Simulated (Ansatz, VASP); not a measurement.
**GaAs: VASP beside Ansatz**

One calculation is typed for both programs; each brings its own data sets. How far apart do they land? Valence electrons are named where the data sets of a main pair hold unlike numbers.

Calculated with Ansatz 0.2.0; plane waves, with VASP 6.6.1 beside it; band structure at LDA, band structure at PBE and band structure at r2SCAN.

**1. Starting point**

It takes space group F-43m (No. 216, cubic). Conventional cell: a = 5.654 Å, b = 5.654 Å, c = 5.654 Å, α = 90.00°, β = 90.00°, γ = 90.00°. As has 4 Ga at 2.45 Å nearest. Nearest to Ga lie 4 As at 2.45 Å. Farther neighbours are not listed.

**2. VASP: band structure, LDA**

Levels along a path test the potential and the projectors away from the mesh points.

Lines of VASP's logs that name or quote its potential files are left out, and so is its time.

INCAR reads:

```
SYSTEM = GaAs
PREC = Accurate
ENCUT = 350
EDIFF = 1E-06
NELM = 100
ISMEAR = 0
SIGMA = 0.03
LREAL = .FALSE.
ALGO = Normal
GGA = CA
NBANDS = 21
LORBIT = 11
LWAVE = .FALSE.
LCHARG = .FALSE.
KPAR = 4
```

POSCAR reads:

```
GaAs
1.0
    0.0000000000      2.8268500000      2.8268500000
    2.8268500000      0.0000000000      2.8268500000
    2.8268500000      2.8268500000      0.0000000000
As Ga
1 1
Direct
    0.7500000000      0.7500000000      0.7500000000
    0.0000000000      0.0000000000      0.0000000000
```

KPOINTS reads:

```
Automatic mesh
0
Gamma
6 6 6
0 0 0
```

KPOINTS_OPT reads:

```
Line mode
10
Line-mode
Reciprocal
  0.00000000   0.00000000   0.00000000 GAMMA
  0.50000000   0.00000000   0.50000000 X

  0.50000000   0.00000000   0.50000000 X
  0.50000000   0.25000000   0.75000000 W

  0.50000000   0.25000000   0.75000000 W
  0.37500000   0.37500000   0.75000000 K

  0.37500000   0.37500000   0.75000000 K
  0.00000000   0.00000000   0.00000000 GAMMA

  0.00000000   0.00000000   0.00000000 GAMMA
  0.50000000   0.50000000   0.50000000 L

  0.50000000   0.50000000   0.50000000 L
  0.62500000   0.25000000   0.62500000 U

  0.62500000   0.25000000   0.62500000 U
  0.50000000   0.25000000   0.75000000 W

  0.50000000   0.25000000   0.75000000 W
  0.50000000   0.50000000   0.50000000 L

  0.50000000   0.50000000   0.50000000 L
  0.37500000   0.37500000   0.75000000 K

  0.62500000   0.25000000   0.62500000 U
  0.50000000   0.00000000   0.50000000 X
```

PAW data sets: As and Ga_d (LDA family, release 64).

On the command line:

```bash
$ mpirun -np 4 vasp_std
```

Numbers of over 12 decimals in the logs are rounded to 6 here.

Log:

```text
[banner, memory and clock lines left out]
running    4 mpi-ranks, on    1 nodes
 distrk:  each k-point on    1 cores,    4 groups
 distr:  one band on    1 cores,    1 groups

 POSCAR found type information on POSCAR AsGa
 POSCAR found :  2 types and       2 ions
 LDA part: xc-table for (Slater(with rela. corr.)+CA(PZ))
 , standard interpolation
 POSCAR, INCAR and KPOINTS ok, starting setup
 FFT: planning ... GRIDC
 FFT: planning ... GRID_SOFT
 FFT: planning ... GRID
 WAVECAR not read
 entering main loop
       N       E                     dE             d eps       ncg     rms          rms(c)
DAV:   1     0.855958447328E+02    0.85596E+02   -0.66879E+03   760   0.953E+02
DAV:   2    -0.120607677989E+01   -0.86802E+02   -0.81188E+02   695   0.253E+02
DAV:   3    -0.968937374440E+01   -0.84833E+01   -0.84117E+01   796   0.574E+01
DAV:   4    -0.983993723294E+01   -0.15056E+00   -0.15051E+00   790   0.815E+00
DAV:   5    -0.984136359785E+01   -0.14264E-02   -0.14263E-02   778   0.770E-01    0.300E+00
DAV:   6    -0.965453916519E+01    0.18682E+00   -0.15879E-01  1023   0.611E+00    0.176E+00
DAV:   7    -0.961330428338E+01    0.41235E-01   -0.50631E-02   881   0.136E+00    0.531E-01
DAV:   8    -0.960999622003E+01    0.33081E-02   -0.78973E-03   773   0.756E-01    0.103E-01
DAV:   9    -0.960997829122E+01    0.17929E-04   -0.64987E-04   856   0.245E-01    0.478E-02
DAV:  10    -0.960998382348E+01   -0.55323E-05   -0.31333E-05   906   0.426E-02    0.253E-02
DAV:  11    -0.960998927081E+01   -0.54473E-05   -0.56480E-06   753   0.290E-02    0.307E-03
DAV:  12    -0.960998915834E+01    0.11248E-06   -0.30274E-07   521   0.619E-03
   1 F= -.96099892E+01 E0= -.96099892E+01  d E =-.332477E-15
 Start KPOINTS_OPT (optional k-point list driver)
k-point batch [1-16\100]
       N       E                     dE             ncg
DAV:   1    -0.345891402054E+03   -0.63770E+04      744
DAV:   2    -0.178834053070E+04   -0.14424E+04      705
DAV:   3    -0.193137595679E+04   -0.14304E+03      840
DAV:   4    -0.193365424872E+04   -0.22783E+01      813
DAV:   5    -0.193367534359E+04   -0.21095E-01      809
DAV:   6    -0.193367595095E+04   -0.60735E-03      860
DAV:   7    -0.193367596842E+04   -0.17475E-04      780
DAV:   8    -0.193367596906E+04   -0.63505E-06      637
[...]
k-point batch [97-100\100]
       N       E                     dE             ncg
DAV:   1     0.654302650182E+04   -0.24366E+04      199
DAV:   2     0.618549904000E+04   -0.35753E+03      173
DAV:   3     0.615135361142E+04   -0.34145E+02      219
DAV:   4     0.615084480200E+04   -0.50881E+00      208
DAV:   5     0.615083976729E+04   -0.50347E-02      194
DAV:   6     0.615083962193E+04   -0.14536E-03      240
DAV:   7     0.615083962061E+04   -0.13254E-05      204
DAV:   8     0.615083962060E+04   -0.76789E-08      160
```

OUTCAR, selected parts (step 2):

```text
ion  position               nearest neighbor table
   1  0.750  0.750  0.750-   2 2.45   2 2.45   2 2.45   2 2.45
   2  0.000  0.000  0.000-   1 2.45   1 2.45   1 2.45   1 2.45

  LATTYP: Found a face centered cubic cell.
 ALAT       =     5.6537000000

 Subroutine GETGRP returns: Found 24 space group operations
 (whereof 24 operations were pure point group operations)

The static configuration has the point symmetry T_d .

 Found     16 irreducible k-points:

   k-points           NKPTS =     16   k-points in BZ     NKDIM =     16   number of bands    NBANDS=     21

   dimension x,y,z NGX =    24 NGY =   24 NGZ =   24
   dimension x,y,z NGXF=    48 NGYF=   48 NGZF=   48

   ENCUT  =  350.0 eV  25.72 Ry    5.07 a.u.   6.10  6.10  6.10*2*pi/ulx,y,z

   NELECT =      18.0000    total number of electrons

 k-points in reciprocal lattice and weights: Automatic mesh
   0.00000000  0.00000000  0.00000000       0.005
   0.16666667  0.00000000  0.00000000       0.037
   0.33333333  0.00000000  0.00000000       0.037
   0.50000000  0.00000000  0.00000000       0.019
   0.16666667  0.16666667  0.00000000       0.028
   0.33333333  0.16666667  0.00000000       0.111
   0.50000000  0.16666667  0.00000000       0.111
  -0.33333333  0.16666667  0.00000000       0.111
  -0.16666667  0.16666667  0.00000000       0.056
[...]
-0.33333333  0.33333333  0.16666667       0.111
  -0.33333333  0.50000000  0.16666667       0.056

 average (electrostatic) potential at core
       1 -53.7674       2 -67.5139

 E-fermi :   3.9839

 k-point     1 :       0.0000    0.0000    0.0000
  band No.  band energies     occupation
    ...
      5     -11.0436      2.00000
      6      -8.9554      2.00000
      7       3.8105      2.00000
      8       3.8105      2.00000
      9       3.8105      2.00000
     10       4.1374      0.00000
     11       7.4755      0.00000
     12       7.4755      0.00000
     13       7.4755      0.00000
     14      11.1449      0.00000
    ...

 k-point     2 :       0.1667    0.0000    0.0000
  band No.  band energies     occupation
    ...
      5     -11.0437      2.00000
      6      -8.6357      2.00000
      7       1.0372      2.00000
      8       3.4261      2.00000
      9       3.4261      2.00000
     10       5.3111      0.00000
     11       8.0238      0.00000
     12       8.0238      0.00000
     13       8.3806      0.00000
     14      12.5327      0.00000
    ...

 k-point     3 :       0.3333    0.0000    0.0000
  band No.  band energies     occupation
    ...
      5     -11.0420      2.00000
      6      -7.8084      2.00000
      7      -1.6258      2.00000
      8       2.8777      2.00000
      9       2.8777      2.00000
     10       4.8859      0.00000
     11       8.4433      0.00000
     12       8.4433      0.00000
     13      10.9017      0.00000
     14      12.3666      0.00000
    ...

  Total       -0.5045135     -0.5045135     -0.5045135      0.0000000      0.0000000      0.0000000
  in kB      -17.8914305    -17.8914305    -17.8914305      0.0000000      0.0000000      0.0000000
  external PRESSURE =     -17.8914305 kB  Pullay stress =       0.0000000 kB

  energy-cutoff  :      350.00
  volume of cell :       45.18
      direct lattice vectors                 reciprocal lattice vectors
     0.000000000  2.826850000  2.826850000    -0.176875321  0.176875321  0.176875321
     2.826850000  0.000000000  2.826850000     0.176875321 -0.176875321  0.176875321
     2.826850000  2.826850000  0.000000000     0.176875321  0.176875321 -0.176875321

 POSITION                                       TOTAL-FORCE (eV/Angst)
 -----------------------------------------------------------------------------------
      4.24027      4.24027      4.24027        -0.000000     -0.000000     -0.000000
      0.00000      0.00000      0.00000         0.000000      0.000000      0.000000
 -----------------------------------------------------------------------------------
    total drift:                               -0.000003     -0.000003     -0.000002

  FREE ENERGIE OF THE ION-ELECTRON SYSTEM (eV)
  ---------------------------------------------------
  free  energy   TOTEN  =        -9.6099891583 eV

  energy  without entropy=       -9.6099891583  energy(sigma->0) =       -9.60998916

 total charge
# of ion       s       p       d       tot
------------------------------------------
    1        1.215   1.599   0.031   2.844
    2        0.890   0.808   9.992  11.691
--------------------------------------------------
tot          2.105   2.407  10.023  14.535

[... 3 further parts left out ...]
```

The run ends at a pressure of -1.79 GPa.

**3. Ansatz: band structure, LDA**

Ansatz runs on its default PAW (the set named soft_2) files.

The same cell, functional (in two slightly different forms), mesh and smearing now go to Ansatz, which takes its cutoff from its data sets.

input.yaml reads:

```yaml
crystal:
  lattice:
    - [0.0, 2.82685, 2.82685]
    - [2.82685, 0.0, 2.82685]
    - [2.82685, 2.82685, 0.0]
  atoms:
    - { symbol: As, position: [0.75, 0.75, 0.75] }
    - { symbol: Ga, position: [0.0, 0.0, 0.0] }
hamiltonian:
  xc: lda
  pseudopotentials: { kind: paw }
kpoints:
  mp_grid: { grid: [6, 6, 6] }
  band_path:
    path:
      - [0.0, 0.0, 0.0]
      - [0.16667, 0.0, 0.16667]
      - [0.33333, 0.0, 0.33333]
      - [0.5, 0.0, 0.5]
      - [0.5, 0.08333, 0.58333]
      - [0.5, 0.19444, 0.69444]
      - [0.5, 0.25, 0.75]
      - [0.45833, 0.29167, 0.75]
      - [0.40278, 0.34722, 0.75]
      - [0.375, 0.375, 0.75]
      - [0.20833, 0.20833, 0.41667]
      - [0.08333, 0.08333, 0.16667]
      - [0.0, 0.0, 0.0]
      - [0.22222, 0.22222, 0.22222]
      - [0.38889, 0.38889, 0.38889]
      - [0.51389, 0.47222, 0.51389]
      - [0.55556, 0.38889, 0.55556]
      - [0.61111, 0.27778, 0.61111]
      - [0.61111, 0.25, 0.63889]
      - [0.56944, 0.25, 0.68056]
      - [0.51389, 0.25, 0.73611]
      - [0.5, 0.27778, 0.72222]
      - [0.5, 0.38889, 0.61111]
      - [0.5, 0.47222, 0.52778]
      - [0.48611, 0.48611, 0.52778]
      - [0.43056, 0.43056, 0.63889]
      - [0.38889, 0.38889, 0.72222]
      - [0.59722, 0.19444, 0.59722]
      - [0.55556, 0.11111, 0.55556]
      - [0.5, 0.0, 0.5]
    npoints: 1
scf:
  occupations: { method: gaussian, width: 0.03 }
  n_extra_bands: 7
output:
  forces: true
  stress: true
  eigenvalues: true
  write_density: true
  write_potential: true
  elf: true
  volumetric_format: npy
```

On the command line:

```bash
$ ansatz run input.yaml --threads 2 --pin off --max-ram 4608MiB --backend cpu --events-out ev --progress --plain --runs-dir out
```

Log:

```text
scf.n_extra_bands = 7 over 14 filled bands (N_el = 28.0): the run solves 21 bands
Engine: ansatz 0.2.0, aarch64-unknown-linux-gnu
Pseudopotentials: kind: paw
Pseudopotential: As, paw, valence charge 15, recommended cutoff 420 eV (normal), As.paw.azcp
Pseudopotential: Ga, paw, valence charge 13, recommended cutoff 420 eV (normal), Ga.paw.azcp
Functional definition: SPW92
  exchange = slater_x
  correlation = pw_c
Crystal: 2 atoms, lattice volume = 45.179 Å³
Basis set: ecut = 420 eV, 893 PW (Γ)
Bands: 21, of which v1, the nominal top of the filled ones, is band 14 counted from 1 (13 counted from 0)
Symmetry: 24 space group operations
Space group: F-43m (ITA 216), of the structure as read, at distance tolerance 3.6e-5 Å
k-points: 16 of 216 (time reversal used)
Non-local potential: As, projectors of the file, l = 0: 2, l = 1: 2, l = 2: 3, l = 3: 1
Non-local potential: Ga, projectors of the file, l = 0: 2, l = 1: 2, l = 2: 3, l = 3: 1
PAW form: soft (Blöchl's): semilocal exchange-correlation on the pseudo side does not see the compensation charge
PAW frozen core: As, regenerated for the run's functional, and the local potential with it (the file was generated under x = pbe(κ = 0.804, μ = 0.219515), c = pbe(β = 0.066725))
PAW frozen core: Ga, regenerated for the run's functional, and the local potential with it (the file was generated under x = pbe(κ = 0.804, μ = 0.219515), c = pbe(β = 0.066725))
PAW one-centre angular grid: As, 590 points (default); XC on 64 Gauss nodes
PAW one-centre angular grid: Ga, 590 points (default); XC on 64 Gauss nodes
Initial density: superposition of atomic densities (neutral atoms: chi_scale 0, normalization atom), corrected by the library's trained network
Initial wavefunctions: pseudopotential atomic-orbital guess
Functional: x = slater, c = lda
SCF iter   1: F=—  HF=-8481.265127 eV  |F-HF|=—  |Δ(HF+E_count)|=         —  Δρ=4.57e-3  dr2=5.98e-3  ethr=1.77e-3  ⟨swp⟩=5.9  Hψ=1628  notcnv=0  defer=1
preconditioner: auto → none  [insulator: Δε(μ)=0.256 eV  Ē_g=17.984 eV  σ=0.030 eV  W_gap=1.00  n_scr=14 (ndim 8)  ℏωp=23.4 eV  f_vac=0.086  D(μ)=0.00/eV (n_scr^D=0)  ε∞_Penn≈2.7]
SCF iter   2: F=—  HF=-8481.262756 eV  |F-HF|=—  |Δ(HF+E_count)|=   2.37e-3  Δρ=2.44e-3  dr2=9.92e-4  ethr=2.14e-5  ⟨swp⟩=2.8  Hψ=727  notcnv=0  defer=39
SCF iter   3: F=—  HF=-8481.262707 eV  |F-HF|=—  |Δ(HF+E_count)|=   4.94e-5  Δρ=6.77e-4  dr2=2.16e-4  ethr=3.54e-6  ⟨swp⟩=2.0  Hψ=473  notcnv=0  defer=39
SCF iter   4: F=—  HF=-8481.262585 eV  |F-HF|=—  |Δ(HF+E_count)|=   1.21e-4  Δρ=2.38e-4  dr2=1.11e-5  ethr=7.72e-7  ⟨swp⟩=2.0  Hψ=438  notcnv=0  defer=39
SCF iter   5: F=—  HF=-8481.262588 eV  |F-HF|=—  |Δ(HF+E_count)|=   2.70e-6  Δρ=1.77e-5  dr2=1.36e-7  ethr=3.95e-8  ⟨swp⟩=1.0  Hψ=296  notcnv=0  defer=39
SCF iter   6: F=-8481.262588 eV  HF=-8481.262588 eV  |F-HF|=1.76e-8  |Δ(HF+E_count)|=   1.54e-8  Δρ=5.98e-6  dr2=7.66e-9  ethr=3.57e-10  ⟨swp⟩=10.9  Hψ=2352  notcnv=0
SCF 1 converged in 6 iterations: F = -8481.262588 eV  dr2 = 7.66e-9
  greatest PAW one-centre occupation: 0.999 electrons in one spin orbital (limit 2), on the As atom at site 0 (counted from 0), in its partial waves of l = 2
NSCF: frozen V_eff on 30 k-points
SCF converged after 6 iterations
Free energy (F): -8481.262588 eV
Harris-Foulkes:  -8481.262588 eV  (|F-HF|=1.76e-8)
Internal energy: -8481.262588 eV  (E = F + TS)
E sigma→0 (E₀):  -8481.262588 eV
Fermi energy:    8.021405 eV
--- Per-component energies (eV) ---
  E_band       = -323.591334
  E_kinetic    = 220.252939
  E_local      = -3927.331444  (includes V_loc(G=0)·N_el)
  E_nonlocal   = -238.471481
  E_hartree    = 1974.003705
  E_xc         = -147.863943
  E_vxc        = -138.327689  (∫ρ·V_xc dr)
  E_paw        = -3666.928142  (= ΣΔE_a)
  E_vpaw       = -187.718135  (= ΣTr[D̂ρ^β])
  E_aug_tail   = -0.000146  (compensation charges beyond the density's cutoff)
  E_ewald      = -2698.727786
  E_core_change = 3.803710  (= ΣΔE_core)
  E_smearing   = -0.000000  (= −TS)
  E_closure    = 0.000000  (closes the sum)
  Σ components = -8481.262588   (vs F -8481.262588, Δ=0.00e0)
--- Forces (eV/Å), atoms counted from 1 ---
  atom   1  As     0.00000000    -0.00000000    -0.00000000
  atom   2  Ga    -0.00000000    -0.00000000     0.00000000
  max |Σ_I F_I| component: 2.04e-16 eV/Å
--- Stress (GPa, compression-positive) ---
       -1.928239      -0.000000      -0.000000
        0.000000      -1.928239       0.000000
       -0.000000       0.000000      -1.928239
  P = ⅓ Tr σ = -1.9282 GPa (-19.282 kbar)
--- Band table (eV; the first three rows and the last of 16) ---
  k-point 0: bands = [... 10 lower, -4.9044, 7.8797, 7.8797, 7.8797, 8.1596, 11.5588, 11.5588, 11.5588, ... 3 higher]
  k-point 1: bands = [... 10 lower, -4.5851, 5.0947, 7.4968, 7.4968, 9.3597, 12.1060, 12.1060, 12.4479, ... 3 higher]
  k-point 2: bands = [... 10 lower, -3.7605, 2.4399, 6.9495, 6.9495, 8.9393, 12.5264, 12.5264, 14.9653, ... 3 higher]
  k-point 15: bands = [... 10 lower, -2.3680, 1.1352, 4.5136, 4.6546, 11.0504, 11.2398, 14.8856, 15.1926, ... 3 higher]
```

Wall time 1.7 s (2 threads of Arm Neoverse V1, shared host); peak memory 0.3 GiB; 3.2 s of CPU time.

**4. Differences**

Known differences besides the potentials themselves: the two LDA forms differ slightly; the data sets hold 28 valence electrons in Ansatz (on its default PAW (the set named soft_2) files) and 18 in VASP; the cutoff is 420 eV in Ansatz and 350 eV in VASP; VASP's log shows a relativistic correction to its local exchange, Ansatz's none. Total energies have different zeros and are not compared.

Both answers:

```tsv
quantity	Ansatz	VASP	difference
pressure (GPa)	-1.93	-1.79	-0.14
gap over the path points (eV)	0.280	0.327	-0.047
```

Levels at points of the path, from each program's valence-band top (eV; 3 filled, then empty):

```tsv
k (reciprocal lattice)	Ansatz	VASP
0.000 0.000 0.000	0.00 0.00 0.00 0.28 3.68 3.68	0.00 0.00 0.00 0.33 3.67 3.67
0.167 0.000 0.167	-2.80 -1.02 -1.02 2.42 2.97 5.22	-2.78 -1.02 -1.02 2.42 2.99 5.21
0.333 0.000 0.333	-5.43 -2.23 -2.23 1.46 2.53 7.95	-5.42 -2.24 -2.24 1.46 2.53 7.94
0.500 0.000 0.500	-6.88 -2.69 -2.69 1.34 1.55 10.04	-6.88 -2.69 -2.69 1.33 1.54 10.04
0.500 0.083 0.583	-6.84 -2.94 -2.89 1.87 2.08 9.00	-6.84 -2.94 -2.90 1.86 2.08 9.00
0.500 0.194 0.694	-6.72 -3.47 -3.30 3.71 3.85 6.33	-6.72 -3.48 -3.31 3.70 3.85 6.33
0.500 0.250 0.750	-6.69 -3.56 -3.37 4.53 4.63 5.29	-6.70 -3.57 -3.38 4.54 4.62 5.29
0.458 0.292 0.750	-6.69 -3.71 -3.06 3.46 4.64 6.02	-6.69 -3.71 -3.06 3.46 4.64 6.02
0.403 0.347 0.750	-6.69 -3.87 -2.40 2.07 4.56 7.42	-6.69 -3.88 -2.40 2.07 4.55 7.42
0.375 0.375 0.750	-6.69 -3.89 -2.27 1.85 4.54 7.82	-6.69 -3.90 -2.27 1.84 4.54 7.81
```

Among the levels compared at these points, filled levels agree within 17 meV and empty ones within 47 meV. Ansatz's pressure holds a Pulay correction of 0.03 GPa; VASP's holds none.

(Part 1 of 2 ends here.)

[Lines on the potential files, build, host, timing and source positions are cut from VASP's logs without a mark.]

[Logs are printed without paths, hosts, clocks, repeated set-up lines and the standing remarks that a program may print on its own settings, such as how far it seeks lower states.]

[Hosts, paths, dates, database ids (printed as entryN), source tags and the programs' standing remarks are cut or masked in the printed files.]
